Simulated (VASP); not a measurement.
# Convergence of energy and pressure with the k mesh for Rh in LDA plane-wave runs

Making the k mesh of a metal finer does not simply shrink the error. In Rh the energy is first far too high, then too low, then too high again, and one refinement makes the pressure worse. This matters for metal contacts and films, because a pressure error becomes an error in lattice constant and strain, and an energy error of a few meV per atom can blur a comparison between structures. We follow single-point LDA runs at one fixed cell, with 0.05 eV Fermi-Dirac smearing, from a 3×3×3 to an 18×18×18 mesh. Errors are differences from the 18×18×18 run, which need not itself be fully converged. A positive energy error means too high an energy, and a positive pressure error too much compression.

## Computational details

Single-point runs at fixed cell and atoms; within a crystal every other setting is the same. Program: VASP 6.6.1, plane waves and PAW (data sets made for PBE of release 64), scalar-relativistic without spin-orbit coupling, no spin polarisation. Cutoff 400 eV; on the k meshes the divisions times the cell-vector length are 8 Å or more. Occupations: Fermi-Dirac smearing of 0.05 eV. The coarsest mesh (8 Å) is coarse for metals and narrow gaps. Times are rough, from shared x86 server processors.

Notes on method and selection:

- The reference is the densest mesh run, which need not be fully converged.
- Without a gap the mesh has to resolve the Fermi surface, so errors need not fall smoothly.
- The space group named is that of the cell as run, which can be lower than that of the source structure.
- Runs that did not converge, have known faults or may not be shown are not listed, and runs on Ansatz's PAW sets soft_1 and soft_2 are kept to separate tables.

Columns:

- k-mesh length (Å): k-mesh length, the least over the axes of divisions times cell-vector length.
- k points: irreducible k points.
- energy error (meV/atom): energy per atom, extrapolated to zero smearing as the program prints it, minus that of the run on the densest mesh of the same crystal.
- pressure error (GPa): pressure minus that of the run on the densest mesh of the same crystal, compression positive.
- cost (core-s): processor time of the run, shared machines, rough.

Input lines of one member:

```
PREC = Accurate
ENCUT = 400
EDIFF = 1E-06
NELM = 100
ISMEAR = -1
SIGMA = 0.05
LREAL = .FALSE.
ALGO = Normal
GGA = CA
NBANDS = 13
LASPH = .TRUE.
LORBIT = 11
ISIF = 2
```

Command (options for logging and memory left out): `vasp_std`

## Numbers

| member | k-mesh length (Å) | k points | energy error (meV/atom) | pressure error (GPa) | cost (core-s) | remark |
| --- | --- | --- | --- | --- | --- | --- |
| k 3×3×3 | 8.1 | 4 | 1440.59 | 24.920 | 1.4 |  |
| k 4×4×4 | 10.7 | 8 | −445.41 | −7.142 | 1.5 |  |
| k 5×5×5 | 13.4 | 10 | 157.74 | 2.812 | 1.5 |  |
| k 7×7×7 | 18.8 | 20 | ? | ? | 2.3 |  |
| k 9×9×9 | 24.2 | 35 | 5.46 | 0.048 | 3 |  |
| k 12×12×12 | 32.2 | 72 | −4.14 | −0.203 | 4.8 |  |
| k 15×15×15 | 40.3 | 120 | −0.37 | −0.020 | 7.7 |  |
| k 18×18×18 | 48.3 | 195 | 0.00 | 0.000 | 12 | known phase |

Cells marked ? are withheld until the estimate has been made.

## What drives the series

The energy error falls from 1440.59 meV/atom at 3×3×3 to 5.46 at 9×9×9, a factor of 1440.59 / 5.46 = 264, but it changes sign on the way. Rh has partly filled d bands, so the occupation drops sharply across the Fermi surface. The number of electrons is fixed, but a coarse mesh gives too much weight to some states and too little to others, depending on where its points fall, and the Fermi level shifts to keep the electron count. Refinement shifts the points relative to that surface, so the error oscillates as it decays, and smearing damps the oscillation on fine meshes.

The pressure error has the same sign as the energy error in every row shown outside the reference. A simple d-band argument gives its size. If the energy error scales with the band width, and the width with volume as V^(−5/3), then δP = (5/3) δE / V. The cell-vector length is 48.3 / 18 = 2.68 Å, which for the fcc primitive cell gives V = 2.68³ / √2 = 13.6 Å³. With 5 / 3 = 1.667 and 1 meV/Å³ = 0.1602 GPa, the 3×3×3 error becomes 1.667 × 1440.59 × 0.1602 / 13.6 = 28 GPa, against 24.920 in the table. At 4×4×4 and 5×5×5 the formula is likewise somewhat too large in magnitude. It fails by more than a factor of two at 9×9×9, 12×12×12 and 15×15×15, where the remaining error probably depends on details of the Fermi surface rather than on the overall band width.

The small pressure error at 9×9×9, 0.048 GPa, is therefore no sign of convergence: at 12×12×12 it is −0.203 GPa. At 15×15×15 the differences from the reference are −0.37 meV/atom and −0.020 GPa, for about 7.7 core-seconds. Cost rises more slowly than the number of k points on the coarse meshes, as expected when fixed start-up work dominates. For this small cell there is little reason to save on the mesh.

## A prediction

Plain estimates from the members shown:

- k 7×7×7, straight-line interpolation between k 5×5×5 and k 9×9×9: w = (18.8 − 13.4) / (24.2 − 13.4) = 0.500, so 157.74 + 0.500 × (5.46 − 157.74) = 81.60 meV/atom

The straight-line estimate of 81.60 meV/atom is likely to be too high, because on the meshes shown the size of the error falls more nearly by factors, though uneven ones, than by constant amounts. We therefore interpolate the logarithm of its magnitude. The 7×7×7 mesh lies midway in length between 5×5×5 and 9×9×9, so the estimate is √(157.74 × 5.46) = 29.3 meV/atom.

The same route can be tried on three shown meshes:

- 4×4×4, from its neighbours: √(1440.59 × 157.74) = 477, against a magnitude of 445.41.
- 5×5×5, from 3×3×3 and 9×9×9: 1440.59 × (5.46 / 1440.59)^0.329 = 230, against 157.74.
- 12×12×12, from 9×9×9 and 15×15×15: √(5.46 × 0.37) = 1.42, against 4.14.

The logarithmic misses are 0.07, 0.38 and ln(4.14 / 1.42) = 1.07, with a root mean square of 0.66, or a factor of 2.718^0.66 = 1.93. On the upper side this gives 29.3 × (1.93 − 1) = 27 meV/atom, which we take as the error bar.

The sign is less secure than the magnitude. We take it as positive because the odd meshes on either side, and 3×3×3 as well, have positive errors. The small negative value at 15×15×15 shows that this pattern is not a strict rule, and a negative result would lie about two error bars away.

**Committed estimate, k 7×7×7: energy error = 29 ± 27 meV/atom.**

## Check

| member | k-mesh length (Å) | k points | energy error (meV/atom) | pressure error (GPa) | cost (core-s) |
| --- | --- | --- | --- | --- | --- |
| k 7×7×7 | 18.8 | 20 | −62.16 | −1.389 | 2.3 |

| member | estimate | energy error (meV/atom) | computed | estimate − computed | miss in error bars |
| --- | --- | --- | --- | --- | --- |
| k 7×7×7 | committed | 29.00 | −62.16 | +91.16 | 3.4 |
| k 7×7×7 | interpolation | 81.60 | −62.16 | +143.76 |  |

The estimate of 29 ± 27 meV/atom failed: the computed error is −62.16, which is 3.4 error bars away. It was still closer than the straight-line interpolation, which missed by 143.76 meV/atom against our 91.16.

The sign argument was wrong. We expected a positive error because the neighbouring odd meshes have one, and 7×7×7 refutes that pattern. The magnitude was also too small, by a factor of 62.16 / 29.3 = 2.12, slightly more than the factor of 1.93 found in the trials. Our error bar covered only the scatter in magnitude and left out the chance of a wrong sign, so it was too narrow.

The link between energy and pressure through the d-band width did hold. With the formula and volume given above, −62.16 meV/atom corresponds to 1.667 × (−62.16) × 0.1602 / 13.6 = −1.22 GPa, against −1.389 in the table. An error that oscillates as it decays fits the new row, but the parity of the mesh does not give its sign.

## Where the trend breaks

The 3×3×3 mesh has by far the largest error, 1440.59 meV/atom and 24.920 GPa. With only four irreducible k points it samples the partly filled d bands very crudely, and it fits the steep decay towards 5×5×5.

The mesh that departs most from the decay is 9×9×9, whose error is unusually small. Logarithmic interpolation in mesh length between 7×7×7 and 12×12×12 gives a magnitude of 62.16 × (4.14 / 62.16)^0.403 = 21 meV/atom, but the table has 5.46. The likeliest reason is a partial cancellation between regions of the Brillouin zone where occupation is overcounted and regions where it is undercounted. The pressure error of only 0.048 GPa is in keeping with this. The next mesh, 12×12×12, then looks poor by comparison, with nearly the same energy error in magnitude and a larger pressure error.

## Cost

The three coarsest meshes all take about 1.5 core-seconds, so nothing is saved by going below 5×5×5. Going from 5×5×5 to 15×15×15 raises the cost from 1.5 to 7.7 core-seconds and lowers the magnitude of the energy error from 157.74 to 0.37 meV/atom.

On the dense meshes each further k point costs roughly (12 − 4.8) / (195 − 72) = 0.06 core-seconds. For one atom per cell this is negligible. It begins to matter when the same mesh density is used for many structures or for cells with many atoms.

## Conclusions

For this Rh cell, 12×12×12 is within about 4 meV/atom and 0.2 GPa of the densest mesh, and 15×15×15 within 0.4 meV/atom and 0.02 GPa. Logarithmic interpolation between neighbouring meshes missed the magnitude of the energy error by factors of roughly 1.1 to 3.8, and it cannot give the sign.

For a stiff metal with a bulk modulus of roughly 300 GPa, the pressure error at 7×7×7 makes the lattice constant too small by a fraction of about 1.389 / (3 × 300) = 0.0015. At 12×12×12 this falls to 0.203 / (3 × 300) = 0.0002.

The errors in the table are differences between runs that share every other setting, so effects of the functional and of lattice vibrations largely cancel in them. The pressure itself is another matter. At this fixed cell a gradient-corrected functional would raise it, and so would lattice vibrations, since both favour a larger cell. A finer mesh removes neither effect.

[Logs are printed without paths, hosts, clocks, repeated set-up lines and the standing remarks that a program may print on its own settings, such as how far it seeks lower states.]
